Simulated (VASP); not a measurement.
Computed with r2SCAN meta-GGA, VASP's PBE PAW potentials (set 64) (plane waves; VASP).

VASP input:

File KPOINTS:
```
Automatic mesh
0
Gamma
9 9 9
0 0 0
```

### INCAR
```
# general
SYSTEM  = CoSi2
PREC    = Accurate
ENCUT   = 480
LREAL   = .FALSE.   # projection in real space or not
LASPH   = .TRUE.   # aspherical one-centre terms

# electronic loop
EDIFF   = 1E-6   # SCF stop (eV)
NELM    = 100   # most electronic steps
ALGO    = Normal   # blocked Davidson
LMAXMIX = 4   # l cut-off of mixed one-centre charges
LMIXTAU = .TRUE.

# smearing
ISMEAR  = 1   # Methfessel-Paxton
SIGMA   = 0.1   # width (eV)

# functional
METAGGA = R2SCAN

# ions
IBRION  = 2
NSW     = 60
ISIF    = 3
EDIFFG  = -0.02   # ionic stop

# output
LWAVE   = .FALSE.
LCHARG  = .FALSE.
```

### POSCAR
```
CoSi2
1
    0.0000000000     2.6565789322     2.6565789322
    2.6565789322    -0.0000000000     2.6565789322
    2.6565789322     2.6565789322     0.0000000000
Co Si
1 2
Direct
  0.0000000000   0.0000000000   0.0000000000
  0.2500000000   0.2500000000   0.2500000000
  0.7500000000   0.7500000000   0.7500000000
```

POTCAR, in this order: Co Si (PBE.64 set). Program: vasp_std.

### Question
What does the run give for the energy per atom (σ→0), band gap (on the k-mesh)?

### Answer

```
Item                                                         Value
------------------------  ----------------------------------------
energy per atom (σ→0)                              -10.667 eV/atom
band gap (on the k-mesh)  none (metal, semimetal or under 0.01 eV)
```

File OSZICAR:
```
...
DAV:  12    -0.320022709637E+02   -0.74739E-03   -0.17762E-03  1040   0.708E-01    0.484E-02
DAV:  13    -0.320024779664E+02   -0.20700E-03   -0.26865E-04  1024   0.271E-01    0.199E-02
DAV:  14    -0.320024535256E+02    0.24441E-04   -0.31394E-05  1048   0.100E-01    0.542E-03
DAV:  15    -0.320024699427E+02   -0.16417E-04   -0.22426E-06   752   0.220E-02    0.434E-03
DAV:  16    -0.320024632934E+02    0.66493E-05   -0.99381E-07   472   0.220E-02    0.719E-04
DAV:  17    -0.320024648437E+02   -0.15503E-05   -0.24127E-07   452   0.100E-02    0.792E-04
DAV:  18    -0.320024641748E+02    0.66889E-06   -0.12568E-07   468   0.642E-03
   1 F= -.32002464E+02 E0= -.32002236E+02  d E =-.320025E+02
```

The compound is CoSi2 in the fluorite structure. It was relaxed first. The start is the result of an earlier pass. The run is not spin-polarised, so no magnetic state was tried. The electron count is odd and the run is not spin-polarised, which forces a metal.
